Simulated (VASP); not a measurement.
Input:

```
LiCl
1.0
    0.00000     2.57000     2.57000
    2.57000     0.00000     2.57000
    2.57000     2.57000     0.00000
Li Cl
1 1
Direct
  0.00000   0.00000   0.00000
  0.50000   0.50000   0.50000
```

Computed with PW91 GGA, VASP's PBE PAW potentials (set 64) (plane waves; VASP). Settings: 520 eV cut-off, Gaussian smearing of 0.050 eV, potentials Li_sv Cl.

Q: What does the run give for the band gap (along the path) with the smallest direct gap where there is one?

A: 
```yaml
band gap (along the path): 6.31 eV
smallest direct gap (along the path): 6.31 eV
```

Only differences to runs with the same potentials and settings are physical.

The compound is LiCl in the rock salt structure. The cell was not relaxed at this level.
